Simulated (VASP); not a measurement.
Output of a VASP run:

### OSZICAR
```
       N       E                     dE             d eps       ncg     rms          rms(c)
DAV:   1     0.109449576334E+03    0.10945E+03   -0.89472E+03   762   0.124E+03
DAV:   2    -0.113565894054E+01   -0.11059E+03   -0.10532E+03   894   0.290E+02
DAV:   3    -0.583954509852E+01   -0.47039E+01   -0.46921E+01   874   0.619E+01
DAV:   4    -0.586331130933E+01   -0.23766E-01   -0.23765E-01   834   0.457E+00
DAV:   5    -0.586345691782E+01   -0.14561E-03   -0.14561E-03   869   0.322E-01    0.622E+00
DAV:   6    -0.550534854020E+01    0.35811E+00   -0.67488E-01   990   0.107E+01    0.486E+00
DAV:   7    -0.548437635122E+01    0.20972E-01   -0.16406E-01   804   0.308E+00    0.211E+00
DAV:   8    -0.548520438531E+01   -0.82803E-03   -0.14973E-02   789   0.182E+00    0.244E-01
DAV:   9    -0.548533514015E+01   -0.13075E-03   -0.20369E-03   869   0.679E-01    0.504E-02
DAV:  10    -0.548540547217E+01   -0.70332E-04   -0.23054E-04   794   0.222E-01    0.454E-02
DAV:  11    -0.548545179387E+01   -0.46322E-04   -0.81242E-05   769   0.714E-02    0.135E-02
DAV:  12    -0.548545083086E+01    0.96301E-06   -0.72380E-06   864   0.401E-02    0.503E-03
DAV:  13    -0.548545143593E+01   -0.60507E-06   -0.22563E-06   769   0.129E-02    0.288E-03
DAV:  14    -0.548545145752E+01   -0.21586E-07   -0.56420E-08   632   0.182E-03
   1 F= -.61174718E+01 E0= -.61174718E+01  d E =-.698746E-12
```

**OUTCAR**
```
------------------------ aborting loop because EDIFF is reached ----------------------------------------
  Edisp (eV):   -0.63202
  FORCE on cell =-STRESS in cart. coord.  units (eV):
  Direction    XX          YY          ZZ          XY          YZ          ZX
  --------------------------------------------------------------------------------------
  Total       0.00297     0.00297     0.00297     0.00000    -0.00000     0.00000
  in kB       0.08274     0.08274     0.08274     0.00000    -0.00000     0.00000
  external pressure =        0.08 kB  Pullay stress =        0.00 kB
  volume of cell :       57.43
      direct lattice vectors                 reciprocal lattice vectors
     0.000000000  3.062254085  3.062254085    -0.163278417  0.163278417  0.163278417
     3.062254085  0.000000000  3.062254085     0.163278417 -0.163278417  0.163278417
     3.062254085  3.062254085  0.000000000     0.163278417  0.163278417 -0.163278417
  FREE ENERGIE OF THE ION-ELECTRON SYSTEM (eV)
  ---------------------------------------------------
  free  energy   TOTEN  =        -6.1174717596 eV

  energy  without entropy=       -6.1174717596  energy(sigma->0) =       -6.11747176
```
(Selected blocks of OUTCAR.)

### POSCAR
```
CdSe
1
    0.0000000000     3.0622540850     3.0622540850
    3.0622540850     0.0000000000     3.0622540850
    3.0622540850     3.0622540850     0.0000000000
Cd Se
1 1
Direct
  0.0000000000   0.0000000000   0.0000000000
  0.2500000000   0.2500000000   0.2500000000
```

Write an INCAR and KPOINTS that could have produced this output.

This is not unique; one that fits is the input of the run itself, PBE GGA with D4 dispersion, plane waves, VASP's PBE PAW potentials (set 64).

KPOINTS:
```
Automatic mesh
0
Gamma
8 8 8
0 0 0
```

INCAR:
```
ALGO = Normal
EDIFF = 1E-7
ENCUT = 520
GGA = PE
ISIF = 2
ISMEAR = 0
IVDW = 13
LASPH = .TRUE.
LCHARG = .FALSE.
LMAXMIX = 4
LREAL = .FALSE.
LWAVE = .FALSE.
NELM = 100
PREC = Accurate
SIGMA = 0.05
SYSTEM = CdSe
```

POTCAR, in this order: Cd Se (PBE.64 set). Program: vasp_std.

The compound is CdSe in the zinc blende structure, whereas wurtzite is the usual form. It was relaxed first.
